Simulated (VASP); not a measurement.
VASP input:

**KPOINTS**
```
Automatic mesh
0
Gamma
8 8 8
0 0 0
```

**POSCAR**
```
Cs
1
   -3.0019723234     3.0019723234     3.0019723234
    3.0019723234    -3.0019723234     3.0019723234
    3.0019723234     3.0019723234    -3.0019723234
Cs
1
Direct
  0.0000000000   0.0000000000   1.0000000000
```

**INCAR**
```
SYSTEM = Cs
PREC = Accurate; ENCUT = 400; LREAL = .False.
LASPH = .True.
EDIFF = 1E-6; NELM = 100; ALGO = Normal
LMAXMIX = 4
ISMEAR = 1; SIGMA = 0.1
GGA = PS
IBRION = 2; NSW = 60; ISIF = 3
EDIFFG = -0.01
LWAVE = .False.; LCHARG = .False.
```

POTCAR, in this order: Cs_sv (PBE.64 set). Program: vasp_std.

Task: Translate this PBEsol calculation to Quantum ESPRESSO's pw.x.

Result: One equivalent input (not run):
```
&CONTROL
  calculation = 'vc-relax'
  pseudo_dir = './pseudo'
  outdir = './out'
  tprnfor = .true.
  tstress = .true.
  nstep = 60
  forc_conv_thr = 0.00039
/
&SYSTEM
  ibrav = 0
  nat = 1
  ntyp = 1
  ecutwfc = 50
  occupations = 'smearing'
  smearing = 'methfessel-paxton'
  degauss = 0.00735
  input_dft = 'pbesol'
/
&ELECTRONS
  conv_thr = 7.3e-08
  electron_maxstep = 100
/
&IONS
/
&CELL
/
ATOMIC_SPECIES
  Cs 132.905 Cs.upf
CELL_PARAMETERS angstrom
    -3.0019723    3.0019723    3.0019723
     3.0019723   -3.0019723    3.0019723
     3.0019723    3.0019723   -3.0019723
ATOMIC_POSITIONS crystal
  Cs   0.0000000  0.0000000  1.0000000
K_POINTS automatic
  8 8 8 0 0 0
```
Limits of the translation: the potentials are each code's own (VASP's PAW set, PseudoDojo norm-conserving files in pw.x), so ENCUT and ecutwfc are chosen apart and not converted; conv_thr bounds pw.x's estimated SCF error, while EDIFF bounds the energy change between steps; forc_conv_thr acts on force components and is met together with etot_conv_thr.

The compound is Cs in the bcc structure. It was relaxed first. The start is the result of an earlier pass.
